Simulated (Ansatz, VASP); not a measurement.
**Cross-check of Ag3TeF (antiperovskite type (invented)) between VASP and Ansatz**

Aim: how closely do two programs agree when they are given the same cell, functional and k mesh? The cell is generated by rule, not measured, and may not be a known phase. The cell is taken from a series of runs on this material, whose earlier steps may have relaxed, scaled, displaced or heated it; both programs get it as it stands.

Calculated with Ansatz 0.2.0; plane waves, with VASP 6.6.1 beside it; relaxation of cell and atoms at PBEsol, spin-orbit coupling.

**1. The structure**

The structure is cubic, space group Pm-3m (No. 221). The conventional cell has a = 5.152 Å, b = 5.152 Å, c = 5.152 Å, α = 90.00°, β = 90.00°, γ = 90.00°. F has 12 Ag at 3.64 Å nearest. Nearest to Te lie 6 Ag at 2.58 Å. Nearest to Ag lie 2 Te at 2.58 Å. Farther neighbours and most contacts between anions are not listed.

**2. Ansatz: relaxation of cell and atoms, PBEsol, spin-orbit coupling**

Ansatz runs on its fully relativistic PAW (standard-fr) files.

The relaxed volume is the usual yardstick between codes: in a stiff, nearly cubic crystal its relative difference is about their pressure difference at one cell divided by the bulk modulus.

File input.yaml:

```yaml
crystal:
  lattice:
    - [5.1524553046, 0.0, 0.0]
    - [0.0, 5.1524553046, 0.0]
    - [0.0, 0.0, 5.1524553046]
  atoms:
    - { symbol: F, position: [0.0, 0.0, 0.0] }
    - { symbol: Te, position: [0.5, 0.5, 0.5] }
    - { symbol: Ag, position: [0.5, 0.5, 0.0] }
    - { symbol: Ag, position: [0.5, 0.0, 0.5] }
    - { symbol: Ag, position: [0.0, 0.5, 0.5] }
kpoints:
  mp_grid: { grid: [6, 6, 6] }
hamiltonian:
  xc: pbesol
  pseudopotentials: { kind: paw_fr }
scf:
  occupations: { method: gaussian, width: 0.02 }
output:
  forces: true
  stress: true
  eigenvalues: true
magnetization:
  noncollinear: true
  spin_orbit: true
relax:
  adjacent_minimum: "off"
  f_tol: 0.005
  max_steps: 80
  cell: { stress_tol: 0.05 }
```

Started as:

```bash
ansatz run input.yaml --threads 16 --pin off --max-ram 61440MiB --backend cuda --events-out ev --progress --plain --runs-dir out --max-vram 78GiB
```

Numbers of over 12 decimals in the logs are rounded to 6 here.

Output:

```text
Engine: ansatz 0.2.0, aarch64-unknown-linux-gnu
Pseudopotentials: kind: paw_fr
Pseudopotential: F, paw_fr, valence charge 7, recommended cutoff 420 eV (normal), F.paw.azcp#standard-fr
Pseudopotential: Te, paw_fr, valence charge 16, recommended cutoff 420 eV (normal), Te.paw.azcp#standard-fr
Pseudopotential: Ag, paw_fr, valence charge 19, recommended cutoff 420 eV (normal), Ag.paw.azcp#standard-fr
Functional definition: PBEsol
  exchange = pbesol_x
  correlation = pbesol_c
non-collinear run that drives no moment, with spin-orbit: no starting moment large enough to seed its density (crystal.atoms[].spin), no starting occupations that ask for one, no magnetisation constraint and no magnetic field, so the semilocal B_xc is pinned to zero
concurrent solve slots: 10 of 16 are kept, ahead of what memory takes: no pass of the eigensolver takes more rounds on 10
[...]
Crystal: 5 atoms, lattice volume = 136.786 Å³
Basis set: ecut = 420 eV, 2721 PW (Γ), exchange–correlation on 72×72×72 points (8 copies of the dense FFT grid, shifted against one another)
Bands: 96, of which v1, the nominal top of the filled ones, is band 80 counted from 1 (79 counted from 0)
Symmetry: 48 space group operations + 48 with time reversal
Magnetic group: BNS 221.93 (UNI 1595), of the structure as read, at distance tolerance 5.2e-5 Å
k-points: 20 of 216
Projection manifold: j_resolved (fully-relativistic pseudo-atomic orbitals)
Non-local potential: F, projectors of the file, l = 0: 2, l = 1: 4, l = 2: 2
Non-local potential: Te, projectors of the file, l = 0: 2, l = 1: 4, l = 2: 4, l = 3: 4
Non-local potential: Ag, projectors of the file, l = 0: 3, l = 1: 4, l = 2: 4, l = 3: 2
PAW form: soft (Blöchl's): semilocal exchange-correlation on the pseudo side does not see the compensation charge
PAW frozen core: F, regenerated for the run's functional, and the local potential with it (the file was generated under x = pbe(κ = 0.804, μ = 0.219515), c = pbe(β = 0.066725))
PAW frozen core: Te, regenerated for the run's functional, and the local potential with it (the file was generated under x = pbe(κ = 0.804, μ = 0.219515), c = pbe(β = 0.066725))
PAW frozen core: Ag, regenerated for the run's functional, and the local potential with it (the file was generated under x = pbe(κ = 0.804, μ = 0.219515), c = pbe(β = 0.066725))
PAW one-centre angular grid: F, 110 points (default); XC on 64 Gauss nodes
PAW one-centre angular grid: Te, 590 points (default); XC on 64 Gauss nodes
PAW one-centre angular grid: Ag, 590 points (default); XC on 96 Gauss nodes
Initial density: superposition of atomic densities (chi_scale 0.1, normalization cell), built separately for each of the 2 bonded fragments (scf.initial_density.interfragment_charge_transfer: auto; true builds it for the cell as a whole; a typed value also counts as a typed key of the start: scf.initial_density.chi_scale says what that changes, if anything)
Initial wavefunctions: pseudopotential atomic-orbital guess
[...]
Functional: x = pbesol(κ = 0.804, μ = 0.123457), c = pbesol(β = 0.046)
SCF iter   1: F=—  HF=-30278.218367 eV  |F-HF|=—  |Δ(HF+E_count)|=         —  Δρ=6.81e-2  dr2=9.34e0  dr2_m=0.00e0 (ungated)  ethr=3.10e-3  |M|=0.00e0 ∫|m|=0.00e0 μB  |m|>n=0.0e0 m-floor=0.0e0 τ_xc=0.0e0  β_m=0.30  ⟨swp⟩=9.1  Hψ=4874  notcnv=0  defer=24
preconditioner: auto → Resta (q_TF=auto, 2.495 Å⁻¹)  ε∞=6.2  [insulator: Δε(μ)=1.928 eV  Ē_g=9.444 eV  σ=0.020 eV  W_gap=1.00  n_scr=32 (ndim 8)  ℏωp=21.5 eV  f_vac=0.227  D(μ)=0.00/eV (n_scr^D=0)  ε∞_Penn≈6.2]
spin=Noncollinear: Resta preconditioning applied to the charge; magnetization (m_x, m_y, m_z) channels mix plain (no charge-response kernel on spin).
SCF iter   2: F=—  HF=-30276.224830 eV  |F-HF|=—  |Δ(HF+E_count)|=    1.99e0  Δρ=3.08e-2  dr2=3.42e0  dr2_m=0.00e0 (ungated)  ethr=3.10e-3  |M|=0.00e0 ∫|m|=0.00e0 μB  |m|>n=0.0e0 m-floor=0.0e0 τ_xc=0.0e0  β_m=0.45  ⟨swp⟩=2.0  Hψ=1633  notcnv=0  defer=214
[...]
SCF 1 converged in 11 iterations: F = -30274.954700 eV  dr2 = 3.73e-8
[...]
relax step   1: F+E_penalty+E_count = -30274.95470016 eV  Δ(F+E_penalty+E_count) = +0.000e0 eV  max|allowed force component| = 5.676e-29 eV/Å  Δτ_max = 0.0000 Å  P = -0.005 GPa  Ω = 136.786 Å³  (11 SCF iters, dr2 threshold 1.00e-7 eV, accepted)
[...]
SCF 2 converged in 8 iterations: F = -30274.954700 eV  dr2 = 3.93e-11
relax step   2: F+E_penalty+E_count = -30274.95470018 eV  Δ(F+E_penalty+E_count) = -2.178e-8 eV  max|allowed force component| = 6.725e-29 eV/Å  Δτ_max = 0.0000 Å  P = -0.005 GPa  Ω = 136.786 Å³  stress off target by 4.95e-3 GPa  SCF on the basis re-selected at this cell (its energy is not comparable with the rows above)  (8 SCF iters)
[...]
SCF converged after 8 iterations
[...]
atom   3  Ag     0.00000000     0.00000000     0.00000000
  atom   4  Ag    -0.00000000    -0.00000000     0.00000000
  atom   5  Ag     0.00000000    -0.00000000     0.00000000
  max |Σ_I F_I| component: 1.63e-28 eV/Å
--- Stress (GPa, compression-positive) ---
       -0.004947       0.000000       0.000000
        0.000000      -0.004947       0.000000
        0.000000       0.000000      -0.004947
  P = ⅓ Tr σ = -0.0049 GPa (-0.049 kbar)
--- Band table (eV; the first three rows and the last of 20) ---
  k-point 0: bands = ["-84.7152", "-84.7152", "-84.7148", "-84.7148", "-84.7148", "-84.7148", "-51.8120", "-51.8120", "-51.8120", "-51.8120", "-51.8091", "-51.8091", "-46.7895", "-46.7895", "-46.7842", "-46.7842", "-46.7842", "-46.7842", "-46.5991", "-46.5991", "-46.5991", "-46.5991", "-46.5986", "-46.5986", "-31.4731", "-31.4731", "-31.4731", "-31.4731", "-30.0170", "-30.0170", "-30.0170", "-30.0170", "-29.9894", "- [...]
  k-point 1: bands = ["-84.7152", "-84.7152", "-84.7148", "-84.7148", "-84.7148", "-84.7148", "-51.8120", "-51.8120", "-51.8119", "-51.8119", "-51.8093", "-51.8093", "-46.7893", "-46.7893", "-46.7846", "-46.7846", "-46.7842", "-46.7842", "-46.5991", "-46.5991", "-46.5991", "-46.5991", "-46.5987", "-46.5987", "-31.4730", "-31.4730", "-31.4723", "-31.4723", "-30.0170", "-30.0170", "-30.0159", "-30.0159", "-29.9893", "- [...]
  k-point 2: bands = ["-84.7151", "-84.7151", "-84.7149", "-84.7149", "-84.7148", "-84.7148", "-51.8120", "-51.8120", "-51.8115", "-51.8115", "-51.8098", "-51.8098", "-46.7886", "-46.7886", "-46.7858", "-46.7858", "-46.7842", "-46.7842", "-46.5992", "-46.5992", "-46.5991", "-46.5991", "-46.5988", "-46.5988", "-31.4730", "-31.4730", "-31.4708", "-31.4708", "-30.0169", "-30.0169", "-30.0138", "-30.0138", "-29.9892", "- [...]
  k-point 19: bands = ["-84.7150", "-84.7150", "-84.7150", "-84.7150", "-84.7150", "-84.7150", "-51.8116", "-51.8116", "-51.8111", "-51.8111", "-51.8111", "-51.8111", "-46.7898", "-46.7898", "-46.7855", "-46.7855", "-46.7855", "-46.7855", "-46.6017", "-46.6017", "-46.5977", "-46.5977", "-46.5977", "-46.5977", "-31.4684", "-31.4684", "-31.4684", "-31.4684", "-30.0104", "-30.0104", "-30.0104", "-30.0104", "-29.9885", " [...]
--- Relaxed structure (1 steps of the walk, 1 accepted, 1 SCFs on fresh bases) ---
  F+E_penalty+E_count = -30274.95470018 eV   max|allowed force component| = 6.725e-29 eV/Å   (the final SCF, on the basis selected at the relaxed cell)
  cell:  # Å, volume = 136.7863 Å³
    - [5.1524553046, 0.0, 0.0]
    - [0.0, 5.1524553046, 0.0]
    - [0.0, 0.0, 5.1524553046]
  atoms:
    - { symbol: F, position: [0.0, 0.0, 0.0] }
    - { symbol: Te, position: [0.5, 0.5, 0.5] }
    - { symbol: Ag, position: [0.5, 0.5, 0.0] }
    - { symbol: Ag, position: [0.5, 0.0, 0.5] }
    - { symbol: Ag, position: [0.0, 0.5, 0.5] }
```

**3. VASP: relaxation of cell and atoms, PBEsol, spin-orbit coupling**

The same cell, functional, mesh and smearing now go to VASP, with its own data sets.

Lines of VASP's logs that name or quote its potential files are left out, and so is its time.

File INCAR:

```
SYSTEM = Ag3TeF
PREC = Accurate
ENCUT = 600
EDIFF = 1E-07
NELM = 200
ISMEAR = 0
SIGMA = 0.02
LREAL = .FALSE.
ALGO = Normal
GGA = PS
LNONCOLLINEAR = .TRUE.
MAGMOM = 0 0 0 0 0 0 0 0 0 0 0 0 0 0 0
NBANDS = 58
GGA_COMPAT = .FALSE.
LASPH = .TRUE.
LSORBIT = .TRUE.
LMAXMIX = 4
LORBIT = 11
LWAVE = .FALSE.
LCHARG = .FALSE.
ISIF = 3
IBRION = 2
NSW = 80
EDIFFG = -0.005
NELMIN = 4
EFERMI = MIDGAP
KPAR = 2
```

File POSCAR:

```
Ag3TeF
1.0
    5.1524550000      0.0000000000      0.0000000000
    0.0000000000      5.1524550000      0.0000000000
    0.0000000000      0.0000000000      5.1524550000
F Te Ag
1 1 3
Direct
    0.0000000000      0.0000000000      0.0000000000
    0.5000000970      0.5000000970      0.5000000970
    0.5000000970      0.5000000970      0.0000000000
    0.5000000970      0.0000000000      0.5000000970
    0.0000000000      0.5000000970      0.5000000970
```

File KPOINTS:

```
Automatic mesh
0
Gamma
6 6 6
0 0 0
```

The projector-augmented-wave data sets are F, Te and Ag (PBE family, release 64).

Started as:

```bash
mpirun -np 2 vasp_ncl
```

Output:

```text
[banner, memory and clock lines left out]
running    2 mpi-ranks, on    1 nodes
 distrk:  each k-point on    1 cores,    2 groups
 distr:  one band on    1 cores,    1 groups

 POSCAR found type information on POSCAR F TeAg
 POSCAR found :  3 types and       5 ions
|                                                                             |
|               ----> ADVICE to this user running VASP <----                  |
|                                                                             |
|     You enforced a specific xc type in the INCAR file but a different       |
|     [... a line on the potential file left out ...]
|     I HOPE YOU KNOW WHAT YOU ARE DOING!                                     |
|                                                                             |

 LDA part: xc-table for (Slater+PW92), standard interpolation
 POSCAR, INCAR and KPOINTS ok, starting setup
 FFT: planning ... GRIDC
 FFT: planning ... GRID_SOFT
 FFT: planning ... GRID
 WAVECAR not read
 entering main loop
       N       E                     dE             d eps       ncg     rms          rms(c)
DAV:   1     0.314459541440E+03    0.31446E+03   -0.23224E+04  2320   0.160E+03
DAV:   2     0.854086893431E+00   -0.31361E+03   -0.29580E+03  2524   0.326E+02
DAV:   3    -0.182778987064E+02   -0.19132E+02   -0.18894E+02  2614   0.766E+01
DAV:   4    -0.185741645658E+02   -0.29627E+00   -0.29581E+00  2660   0.961E+00
DAV:   5    -0.185771489614E+02   -0.29844E-02   -0.29837E-02  2598   0.100E+00    0.115E+01
DAV:   6    -0.153565954162E+02    0.32206E+01   -0.10971E+01  2422   0.264E+01    0.785E+00
DAV:   7    -0.152478986721E+02    0.10870E+00   -0.13461E+00  2396   0.620E+00    0.478E+00
DAV:   8    -0.151202964447E+02    0.12760E+00   -0.30780E-01  2504   0.294E+00    0.244E+00
DAV:   9    -0.151042002422E+02    0.16096E-01   -0.49352E-02  2780   0.965E-01    0.410E-01
DAV:  10    -0.151062931396E+02   -0.20929E-02   -0.92888E-03  2414   0.416E-01    0.262E-01
DAV:  11    -0.151070869708E+02   -0.79383E-03   -0.34796E-03  2484   0.237E-01    0.116E-01
DAV:  12    -0.151071066266E+02   -0.19656E-04   -0.14638E-03  2462   0.143E-01    0.519E-02
DAV:  13    -0.151071052137E+02    0.14130E-05   -0.15400E-04  2404   0.625E-02    0.225E-02
DAV:  14    -0.151071180083E+02   -0.12795E-04   -0.29124E-05  2426   0.296E-02    0.589E-03
DAV:  15    -0.151071175027E+02    0.50555E-06   -0.20971E-06  2488   0.839E-03    0.256E-03
DAV:  16    -0.151071175977E+02   -0.94978E-07   -0.42482E-07  2194   0.280E-03
   1 F= -.15107118E+02 E0= -.15107118E+02  d E =-.151071E+02  mag=    -0.0000    -0.0000     0.0000
 curvature:   0.00 expect dE= 0.000E+00 dE for cont linesearch  0.000E+00
 trial: gam= 0.00000 g(F)=  0.000E+00 g(S)=  0.132E-03 ort = 0.000E+00 (trialstep = 0.100E+01)
 search vector abs. value=  0.132E-03
 bond charge predicted
       N       E                     dE             d eps       ncg     rms          rms(c)
DAV:   1    -0.151095302937E+02   -0.24128E-02   -0.39462E-02  2380   0.160E+00    0.357E-01
DAV:   2    -0.151074047254E+02    0.21256E-02   -0.11624E-02  2328   0.784E-01    0.120E-01
DAV:   3    -0.151072217250E+02    0.18300E-03   -0.16388E-03  2466   0.175E-01    0.899E-02
DAV:   4    -0.151071846394E+02    0.37086E-04   -0.15079E-04  2358   0.498E-02    0.499E-02
DAV:   5    -0.151071798053E+02    0.48341E-05   -0.31307E-05  2426   0.240E-02    0.122E-02
DAV:   6    -0.151071797744E+02    0.30864E-07   -0.23325E-06  2346   0.785E-03    0.739E-03
DAV:   7    -0.151071798737E+02   -0.99302E-07   -0.41830E-07  2242   0.311E-03
   2 F= -.15107180E+02 E0= -.15107180E+02  d E =-.622760E-04  mag=    -0.0000     0.0000     0.0000
 trial-energy change:   -0.000062  1 .order   -0.000062   -0.000132    0.000008
 step:   0.9455(harm=  0.9455)  dis= 0.00000  next Energy=   -15.107180 (dE=-0.624E-04)
 reached required accuracy - stopping structural energy minimisation
```

(Part 1 of 2 ends here.)

[Lines on the potential files, build, host, timing and source positions are cut from VASP's logs without a mark.]

[Logs are printed without paths, hosts, clocks, repeated set-up lines and the standing remarks that a program may print on its own settings, such as how far it seeks lower states.]

[Hosts, paths, dates, database ids (printed as entryN), source tags and the programs' standing remarks are cut or masked in the printed files.]
